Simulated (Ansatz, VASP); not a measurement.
This is a calculation of HfMg6Al for Ansatz 0.2.0. The cell comes from a database or a generator and needn't be the stable form of this composition.

Contents of input.yaml:

```yaml
crystal:
  lattice:
    - [5.025866, 0.0, 0.0]
    - [0.0, 3.0442105, 5.5889195]
    - [0.0, -3.0442105, 5.5889195]
  atoms:
    - { symbol: Hf, position: [0.5, 0.671242, 0.671242] }
    - { symbol: Al, position: [0.5, 0.16664, 0.16664] }
    - { symbol: Mg, position: [0.0, 0.829805, 0.829805] }
    - { symbol: Mg, position: [0.0, 0.328509, 0.328509] }
    - { symbol: Mg, position: [0.0, 0.334936, 0.830878] }
    - { symbol: Mg, position: [0.0, 0.830878, 0.334936] }
    - { symbol: Mg, position: [0.5, 0.168224, 0.669762] }
    - { symbol: Mg, position: [0.5, 0.669762, 0.168224] }
hamiltonian:
  xc: pbe
  pseudopotentials: { kind: paw }
kpoints:
  mp_grid: { grid: [6, 5, 5] }
scf:
  occupations: { method: fermi_dirac, width: 0.05 }
output:
  forces: true
  stress: true
  eigenvalues: true
  write_density: true
  write_potential: true
  elf: true
  volumetric_format: npy
```

Potentials or basis: Ansatz PAW.

Command:

```bash
$ ansatz run input.yaml --threads 4 --pin off --max-ram 10240MiB --backend cpu --events-out ev --progress --plain --runs-dir out
```

Task: Set up the same calculation for VASP 6.6.1. Potentials or basis there: PBE PAW files Al, Hf_pv, Mg, 520 eV.

Result: As run (cutoffs and basis follow the program's own potentials, and thresholds, step limits or extra output files can differ):

Contents of INCAR:

```
SYSTEM = HfMg6Al
PREC = Accurate ; ENCUT = 520
EDIFF = 1E-7 ; ISMEAR = -1
SIGMA = 0.05 ; LREAL = .FALSE.
LASPH = .TRUE. ; NELM = 80
ALGO = Normal ; ISIF = 2
LWAVE = .FALSE. ; LCHARG = .TRUE.
GGA = PE ; LELF = .TRUE.
LVHAR = .TRUE. ; NBANDS = 22
```

KPOINTS

```
regular mesh
0
G
  6 5 5
  0 0 0
```

POSCAR

```
HfMg6Al
1.0
    5.0258660000      0.0000000000      0.0000000000
    0.0000000000      3.0442105000      5.5889195000
    0.0000000000     -3.0442105000      5.5889195000
Hf Al Mg
1 1 6
Direct
    0.5000000000      0.6712420000      0.6712420000
    0.5000000000      0.1666400000      0.1666400000
    0.0000000000      0.8298050000      0.8298050000
    0.0000000000      0.3285090000      0.3285090000
    0.0000000000      0.3349360000      0.8308780000
    0.0000000000      0.8308780000      0.3349360000
    0.5000000000      0.1682240000      0.6697620000
    0.5000000000      0.6697620000      0.1682240000
```

Potentials or basis: VASP PAW PBE potentials, release 64 (Hf_pv, Al, Mg).

Run with:

```sh
$ cat potpaw_PBE.64/Hf_pv/POTCAR potpaw_PBE.64/Al/POTCAR potpaw_PBE.64/Mg/POTCAR > POTCAR
$ mpirun -np 1 vasp_std > vasp.out
```

Both were run:

|  | Ansatz | VASP |
| --- | --- | --- |
| Pressure | 0.1 GPa | -0.1 GPa |
| Largest force | 0.076 eV/Å | 0.075 eV/Å |

Ansatz's pressure holds a Pulay term of +0.01 GPa for its cutoff of 420 eV, which the other run lacks.

The potentials hold 89 and 25 valence electrons a cell.

Where Ansatz's input types no cutoff or centring, it takes its own default and a Γ-centred mesh.

Pressure is positive in compression.
